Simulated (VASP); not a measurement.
These are PBEsol GGA, VASP's PBE PAW potentials (set 64) (plane waves; VASP 6.6.1) values and carry that method's errors.

A VASP calculation is set up with these files.

**INCAR**
```
ALGO=Normal
EDIFF=1E-7
ENCUT=530
GGA=PS
IBRION=6
ISIF=3
ISMEAR=1
LASPH=.True.
LCHARG=.False.
LMAXMIX=6
LREAL=.False.
LWAVE=.False.
NELM=100
NFREE=2
NSW=1
POTIM=0.015
PREC=Accurate
SIGMA=0.1
SYSTEM=Au
```

File KPOINTS:
```
Automatic mesh
0
Gamma
14 14 14
0 0 0
```

POSCAR:
```
Au
1.0
  0.0000000000   2.0403727490   2.0403727490
  2.0403727490   0.0000000000   2.0403727490
  2.0403727490   2.0403727490   0.0000000000
Au
1
Direct
  0.0000000000   0.0000000000   0.0000000000
```

POTCAR, in this order: Au (PBE.64 set). Program: vasp_std.

The resulting files:

OUTCAR:
```
 ion  position               nearest neighbor table
   1  0.000  0.000  0.000-
  LATTYP: Found a face centered cubic cell.
 ALAT       =     4.0807454980
 Subroutine PRICEL returns:
 Original cell was already a primitive cell.
 Subroutine GETGRP returns: Found 48 space group operations
The static configuration has the point symmetry O_h .
The dynamic configuration has the point symmetry O_h .
 Subroutine INISYM returns: Found 48 space group operations
 Subroutine IBZKPT returns following result:
 Found    104 irreducible k-points:

 Following reciprocal coordinates:
            Coordinates               Weight
  0.000000  0.000000  0.000000      1.000000
  0.071429  0.000000  0.000000      8.000000
  0.142857  0.000000  0.000000      8.000000
  0.214286  0.000000  0.000000      8.000000
  0.285714  0.000000  0.000000      8.000000
  0.357143  0.000000  0.000000      8.000000
  0.428571  0.000000  0.000000      8.000000
  0.500000  0.000000  0.000000      4.000000
  0.071429  0.071429  0.000000      6.000000
  0.142857  0.071429  0.000000     24.000000
  0.214286  0.071429  0.000000     24.000000
  0.285714  0.071429  0.000000     24.000000
  0.357143  0.071429  0.000000     24.000000
  0.428571  0.071429  0.000000     24.000000
  0.500000  0.071429  0.000000     24.000000
 -0.428571  0.071429  0.000000     24.000000
 -0.357143  0.071429  0.000000     24.000000
 -0.285714  0.071429  0.000000     24.000000
 -0.214286  0.071429  0.000000     24.000000
 -0.142857  0.071429  0.000000     24.000000
 -0.071429  0.071429  0.000000     12.000000
  0.142857  0.142857  0.000000      6.000000
  0.214286  0.142857  0.000000     24.000000
  0.285714  0.142857  0.000000     24.000000
  0.357143  0.142857  0.000000     24.000000
  0.428571  0.142857  0.000000     24.000000
  0.500000  0.142857  0.000000     24.000000
 -0.428571  0.142857  0.000000     24.000000
 -0.357143  0.142857  0.000000     24.000000
 -0.285714  0.142857  0.000000     24.000000
 -0.214286  0.142857  0.000000     24.000000
 -0.142857  0.142857  0.000000     12.000000
  0.214286  0.214286  0.000000      6.000000
  0.285714  0.214286  0.000000     24.000000
  0.357143  0.214286  0.000000     24.000000
  0.428571  0.214286  0.000000     24.000000
  0.500000  0.214286  0.000000     24.000000
 -0.428571  0.214286  0.000000     24.000000
 -0.357143  0.214286  0.000000     24.000000
 -0.285714  0.214286  0.000000     24.000000
 Subroutine IBZKPT_HF returns following result:
   k-points           NKPTS =    104   k-points in BZ     NKDIM =    104   number of bands    NBANDS=      9
   number of dos      NEDOS =    301   number of ions     NIONS =      1
   total plane-waves  NPLWV =  13824
   dimension x,y,z NGX =    24 NGY =   24 NGZ =   24
   dimension x,y,z NGXF=    48 NGYF=   48 NGZF=   48
   ions per type =               1
   PREC   = accura    normal or accurate (medium, high low for compatibility)
   ISTART =      0    job   : 0-new  1-cont  2-samecut
   ICHARG =      2    charge: 1-file 2-atom 10-const
   ISPIN  =      1    spin polarized calculation?
   LNONCOLLINEAR =      F non collinear calculations
   LSORBIT =      F    spin-orbit coupling
   INIWAV =      1    electr: 0-lowe 1-rand  2-diag
   ENCUT  =  530.0 eV  38.95 Ry    6.24 a.u.   5.42  5.42  5.42*2*pi/ulx,y,z
   NELM   =    100;   NELMIN=  2; NELMDL= -5     # of ELM steps
   EDIFF  = 0.1E-06   stopping-criterion for ELM
   LREAL  =      F    real-space projection
   NLSPLINE    = F    spline interpolate recip. space projectors
   LMAXMIX     =    6 max onsite mixed and CHGCAR
...
```

**OSZICAR**
```
...
DAV:   8    -0.391931728789E+01   -0.46009E-06   -0.10858E-08  2253   0.109E-03    0.651E-05
DAV:   9    -0.391931728691E+01    0.97361E-09   -0.90688E-10  2232   0.318E-04
   6 F= -.39193173E+01 E0= -.39193961E+01  d E =0.236489E-03
       N       E                     dE             d eps       ncg     rms          rms(c)
DAV:   1    -0.405568696903E+01   -0.13637E+00   -0.33993E+00  4575   0.197E+01    0.219E+00
DAV:   2    -0.393210900841E+01    0.12358E+00   -0.36540E-01  4460   0.594E+00    0.873E-01
DAV:   3    -0.392052481666E+01    0.11584E-01   -0.30357E-02  4680   0.164E+00    0.549E-01
DAV:   4    -0.391923220419E+01    0.12926E-02   -0.37858E-03  4677   0.599E-01    0.588E-02
DAV:   5    -0.391924649183E+01   -0.14288E-04   -0.81811E-05  4695   0.106E-01    0.403E-02
DAV:   6    -0.391925356987E+01   -0.70780E-05   -0.49510E-06  4818   0.210E-02    0.450E-03
DAV:   7    -0.391925340323E+01    0.16664E-06   -0.12518E-07  4452   0.421E-03    0.270E-03
DAV:   8    -0.391925344164E+01   -0.38404E-07   -0.54049E-09  2237   0.852E-04
   7 F= -.39192534E+01 E0= -.39192879E+01  d E =0.103427E-03
       N       E                     dE             d eps       ncg     rms          rms(c)
DAV:   1    -0.396480326185E+01   -0.45550E-01   -0.15377E+00 14100   0.128E+01    0.118E+00
DAV:   2    -0.392681960010E+01    0.37984E-01   -0.98810E-02 14090   0.318E+00    0.548E-01
DAV:   3    -0.392178400094E+01    0.50356E-02   -0.11248E-02 14843   0.100E+00    0.334E-01
DAV:   4    -0.392120272561E+01    0.58128E-03   -0.15692E-03 15104   0.373E-01    0.511E-02
DAV:   5    -0.392121122017E+01   -0.84946E-05   -0.53879E-05 14730   0.699E-02    0.182E-02
DAV:   6    -0.392121012690E+01    0.10933E-05   -0.34084E-06 14215   0.205E-02    0.443E-03
DAV:   7    -0.392121012813E+01   -0.12212E-08   -0.17273E-07  8187   0.402E-03
   8 F= -.39212101E+01 E0= -.39212883E+01  d E =0.234654E-03
       N       E                     dE             d eps       ncg     rms          rms(c)
DAV:   1    -0.395382602680E+01   -0.32616E-01   -0.97622E-01 14004   0.893E+00    0.868E-01
DAV:   2    -0.393012474346E+01    0.23701E-01   -0.18544E-02 14122   0.137E+00    0.441E-01
DAV:   3    -0.392114714082E+01    0.89776E-02   -0.23019E-02 14839   0.136E+00    0.993E-02
DAV:   4    -0.392120326413E+01   -0.56123E-04   -0.54248E-04 14065   0.269E-01    0.681E-02
DAV:   5    -0.392121046498E+01   -0.72009E-05   -0.13666E-05 15186   0.293E-02    0.954E-03
DAV:   6    -0.392121011630E+01    0.34868E-06   -0.11749E-06 14155   0.115E-02    0.189E-03
DAV:   7    -0.392121011661E+01   -0.31037E-09   -0.22551E-08  7434   0.169E-03
   9 F= -.39212101E+01 E0= -.39212883E+01  d E =0.234632E-03
       N       E                     dE             d eps       ncg     rms          rms(c)
DAV:   1    -0.390421094838E+01    0.16999E-01   -0.90270E-01 14050   0.853E+00    0.539E-01
DAV:   2    -0.390551238710E+01   -0.13014E-02   -0.85519E-03 14350   0.952E-01    0.295E-01
DAV:   3    -0.391713145895E+01   -0.11619E-01   -0.11587E-02 14794   0.974E-01    0.748E-02
DAV:   4    -0.391966229026E+01   -0.25308E-02   -0.46534E-04 14780   0.229E-01    0.341E-02
DAV:   5    -0.392118154200E+01   -0.15193E-02   -0.46515E-05 15418   0.637E-02    0.963E-03
DAV:   6    -0.392122236947E+01   -0.40827E-04   -0.15242E-06 14825   0.129E-02    0.364E-03
DAV:   7    -0.392121448266E+01    0.78868E-05   -0.24114E-08  7496   0.177E-03    0.389E-04
DAV:   8    -0.392121025113E+01    0.42315E-05   -0.33784E-09  6853   0.602E-04    0.955E-05
DAV:   9    -0.392121003478E+01    0.21634E-06   -0.22361E-10  6822   0.178E-04    0.948E-06
DAV:  10    -0.392121013759E+01   -0.10281E-06   -0.27237E-11  6798   0.534E-05    0.403E-06
DAV:  11    -0.392121012618E+01    0.11411E-07   -0.48240E-12  6795   0.203E-05
  10 F= -.39212101E+01 E0= -.39212883E+01  d E =0.234640E-03
       N       E                     dE             d eps       ncg     rms          rms(c)
DAV:   1    -0.395382530556E+01   -0.32615E-01   -0.10040E+00 14106   0.906E+00    0.867E-01
DAV:   2    -0.393012148986E+01    0.23704E-01   -0.18591E-02 14085   0.138E+00    0.442E-01
DAV:   3    -0.392114686443E+01    0.89746E-02   -0.23019E-02 14690   0.136E+00    0.100E-01
DAV:   4    -0.392120187206E+01   -0.55008E-04   -0.54097E-04 14184   0.267E-01    0.726E-02
DAV:   5    -0.392121136448E+01   -0.94924E-05   -0.15690E-05 15235   0.310E-02    0.103E-02
DAV:   6    -0.392121012507E+01    0.12394E-05   -0.31470E-06 14137   0.187E-02    0.152E-03
DAV:   7    -0.392121012571E+01   -0.64699E-09   -0.61762E-08  8599   0.288E-03
  11 F= -.39212101E+01 E0= -.39212883E+01  d E =0.234658E-03
       N       E                     dE             d eps       ncg     rms          rms(c)
DAV:   1    -0.393868467620E+01   -0.17475E-01   -0.84685E-01 14199   0.823E+00    0.540E-01
DAV:   2    -0.392778732686E+01    0.10897E-01   -0.77172E-03 14500   0.948E-01    0.296E-01
DAV:   3    -0.392147997519E+01    0.63074E-02   -0.11451E-02 14733   0.101E+00    0.814E-02
DAV:   4    -0.392126463123E+01    0.21534E-03   -0.56686E-04 14682   0.244E-01    0.286E-02
DAV:   5    -0.392120447963E+01    0.60152E-04   -0.31150E-05 15292   0.548E-02    0.127E-02
DAV:   6    -0.392120790821E+01   -0.34286E-05   -0.96552E-07 14584   0.107E-02    0.446E-03
DAV:   7    -0.392121047689E+01   -0.25687E-05   -0.16065E-08  7419   0.159E-03    0.188E-03
DAV:   8    -0.392120995301E+01    0.52388E-06   -0.16650E-09  6864   0.442E-04    0.125E-04
DAV:   9    -0.392121009419E+01   -0.14118E-06   -0.13070E-10  6808   0.126E-04    0.152E-05
DAV:  10    -0.392121011616E+01   -0.21975E-07   -0.21375E-11  6810   0.457E-05
  12 F= -.39212101E+01 E0= -.39212883E+01  d E =0.234639E-03
       N       E                     dE             d eps       ncg     rms          rms(c)
DAV:   1    -0.395382255889E+01   -0.32612E-01   -0.10121E+00 14213   0.909E+00    0.869E-01
DAV:   2    -0.393011719335E+01    0.23705E-01   -0.18720E-02 14125   0.138E+00    0.441E-01
DAV:   3    -0.392114667147E+01    0.89705E-02   -0.23012E-02 14684   0.136E+00    0.101E-01
DAV:   4    -0.392120337614E+01   -0.56705E-04   -0.54240E-04 14126   0.269E-01    0.687E-02
DAV:   5    -0.392121090002E+01   -0.75239E-05   -0.16218E-05 15151   0.315E-02    0.878E-03
DAV:   6    -0.392121012948E+01    0.77054E-06   -0.20002E-06 14221   0.147E-02    0.137E-03
DAV:   7    -0.392121012753E+01    0.19522E-08   -0.41515E-08  7823   0.222E-03
  13 F= -.39212101E+01 E0= -.39212883E+01  d E =0.234645E-03
       N       E                     dE             d eps       ncg     rms          rms(c)
DAV:   1    -0.390529080495E+01    0.15919E-01   -0.18528E+00  1915   0.112E+01    0.311E-01
DAV:   2    -0.390999979214E+01   -0.47090E-02   -0.15031E-02  2095   0.139E+00    0.198E-01
DAV:   3    -0.392160505656E+01   -0.11605E-01   -0.92318E-03  2035   0.801E-01    0.228E-02
DAV:   4    -0.392168015525E+01   -0.75099E-04   -0.20171E-04  2156   0.154E-01    0.121E-02
DAV:   5    -0.392168936825E+01   -0.92130E-05   -0.96928E-07  2161   0.108E-02    0.383E-03
DAV:   6    -0.392168512724E+01    0.42410E-05   -0.18361E-08  1380   0.197E-03    0.214E-04
DAV:   7    -0.392168519816E+01   -0.70922E-07   -0.61863E-10   986   0.299E-04
  14 F= -.39216852E+01 E0= -.39218163E+01  d E =0.393166E-03
       N       E                     dE             d eps       ncg     rms          rms(c)
DAV:   1    -0.391877210997E+01    0.29130E-02   -0.55783E+00  1872   0.182E+01    0.879E-02
DAV:   2    -0.392203639528E+01   -0.32643E-02   -0.34481E-02  1937   0.217E+00    0.557E-02
DAV:   3    -0.392168637526E+01    0.35002E-03   -0.13068E-03  2014   0.304E-01    0.493E-03
DAV:   4    -0.392168515543E+01    0.12198E-05   -0.12029E-05  2095   0.330E-02    0.199E-03
DAV:   5    -0.392168520553E+01   -0.50101E-07   -0.11471E-07  1864   0.375E-03
  15 F= -.39216852E+01 E0= -.39218163E+01  d E =0.393165E-03
```

**OUTCAR**
```
------------------------ aborting loop because EDIFF is reached ----------------------------------------
  FORCE on cell =-STRESS in cart. coord.  units (eV):
  Direction    XX          YY          ZZ          XY          YZ          ZX
  --------------------------------------------------------------------------------------
  Total       -0.0022403     -0.0022403     -0.0022403     -0.0000000      0.0000000      0.0000000
  in kB       -0.2112834     -0.2112834     -0.2112834     -0.0000000      0.0000000      0.0000000
  external PRESSURE =      -0.2112834 kB  Pullay stress =       0.0000000 kB
  volume of cell :       16.99
      direct lattice vectors                 reciprocal lattice vectors
     0.000000000  2.040372749  2.040372749    -0.245053263  0.245053263  0.245053263
     2.040372749  0.000000000  2.040372749     0.245053263 -0.245053263  0.245053263
     2.040372749  2.040372749  0.000000000     0.245053263  0.245053263 -0.245053263
 POSITION                                       TOTAL-FORCE (eV/Angst)
 -----------------------------------------------------------------------------------
     -0.01500      0.00000      0.00000         0.000000     -0.000000     -0.000000
 -----------------------------------------------------------------------------------
    total drift:                               -0.000522      0.000000      0.000000
  FREE ENERGIE OF THE ION-ELECTRON SYSTEM (eV)
  ---------------------------------------------------
  free  energy   TOTEN  =        -3.9216852055 eV

  energy  without entropy=       -3.9220783710  energy(sigma->0) =       -3.92181626

   1 f  =    0.000000 THz     0.000000 2PiTHz    0.000000 cm-1     0.000000 meV
             X         Y         Z           dx          dy          dz
      0.000000  0.000000  0.000000     0.764522   -0.644597    0.000000

   2 f  =    0.000000 THz     0.000000 2PiTHz    0.000000 cm-1     0.000000 meV
             X         Y         Z           dx          dy          dz
      0.000000  0.000000  0.000000    -0.644597   -0.764522    0.000000

   3 f  =    0.000000 THz     0.000000 2PiTHz    0.000000 cm-1     0.000000 meV
             X         Y         Z           dx          dy          dz
      0.000000  0.000000  0.000000     0.000000    0.000000    1.000000

 ELASTIC MODULI CONTR FROM IONIC RELAXATION (kBar)
 Direction    XX          YY          ZZ          XY          YZ          ZX
 --------------------------------------------------------------------------------
 XX           0.0000      0.0000      0.0000      0.0000      0.0000      0.0000
 YY           0.0000      0.0000      0.0000      0.0000      0.0000      0.0000
 ZZ           0.0000      0.0000      0.0000      0.0000      0.0000      0.0000
 XY           0.0000      0.0000      0.0000      0.0000      0.0000      0.0000
 YZ           0.0000      0.0000      0.0000      0.0000      0.0000      0.0000
 ZX           0.0000      0.0000      0.0000      0.0000      0.0000      0.0000
 --------------------------------------------------------------------------------

 TOTAL ELASTIC MODULI (kBar)
 Direction    XX          YY          ZZ          XY          YZ          ZX
 --------------------------------------------------------------------------------
 XX        1991.9590   1672.7654   1672.7654      0.0000     -0.0000     -0.0000
 YY        1672.7654   1991.9590   1672.7654      0.0000      0.0000      0.0000
 ZZ        1672.7654   1672.7654   1991.9590      0.0000     -0.0000      0.0000
 XY           0.0000      0.0000      0.0000    358.1451      0.0000      0.0000
 YZ          -0.0000      0.0000     -0.0000      0.0000    358.1451      0.0000
 ZX          -0.0000      0.0000      0.0000      0.0000      0.0000    358.1451
 --------------------------------------------------------------------------------
```
(Selected blocks of OUTCAR.)

Finite-difference elastic constants of metals are sensitive to mesh and smearing; shear constants can be off by tens of GPa.

The structure comes from a measured Au entry (Fm-3m) of the Crystallography Open Database, whose conditions weren't checked. It was relaxed first.
